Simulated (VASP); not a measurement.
Data:

```yaml
crystal:
  lattice:
    - [1.91616, -3.31889, 0.00000]
    - [1.91616, 3.31889, 0.00000]
    - [0.00000, 0.00000, 6.00292]
  atoms:
    - { symbol: Sn, position: [0.00000, 0.00000, 0.00000] }
    - { symbol: S, position: [0.33333, 0.66667, 0.24992] }
    - { symbol: S, position: [0.66667, 0.33333, 0.75008] }
```

Calculation: vdW-DF2, VASP's PBE PAW potentials (set 64) (plane waves; VASP). Run with 520 eV cut-off, Gaussian smearing of 0.050 eV, potentials Sn_d S.

Unless said otherwise, spin-orbit coupling is left out, though it shifts the bands of the heavy elements here.

Task: Give the energies of bands 8 to 16 at the high-symmetry points, in eV from the valence-band maximum.

Result: 
| band | Γ | M | K | A | L | H |
|---|---|---|---|---|---|---|
| 8 | -5.43 | -6.62 | -6.87 | -4.70 | -6.72 | -6.80 |
| 9 | -0.75 | -3.70 | -3.05 | -1.64 | -4.14 | -3.52 |
| 10 | -0.75 | -2.36 | -3.05 | -0.84 | -2.16 | -3.52 |
| 11 | -0.52 | -2.32 | -2.73 | -0.84 | -1.57 | -3.10 |
| 12 | -0.52 | -0.93 | -1.24 | -0.39 | -0.71 | -0.32 |
| 13 | -0.01 | -0.38 | -1.24 | -0.39 | -0.70 | -0.32 |
| 14 | 0.85 | 1.26 | 1.48 | 2.05 | 1.04 | 2.27 |
| 15 | 3.35 | 4.21 | 6.44 | 3.32 | 4.50 | 5.17 |
| 16 | 4.94 | 5.66 | 6.45 | 4.70 | 5.47 | 5.17 |

The gap is indirect, 0.85 eV, from the valence maximum at K-Γ at 0.89 to the conduction minimum at Γ.

Measured: gap 2.18 eV (computed value off by -1.33 eV), as given by Joseph M. Gonzalez et al., Physical Review B (2016), arXiv:1609.04381.

The compound is SnS2 in the 1T layered structure. It was relaxed first, which changed the volume by +12 %.
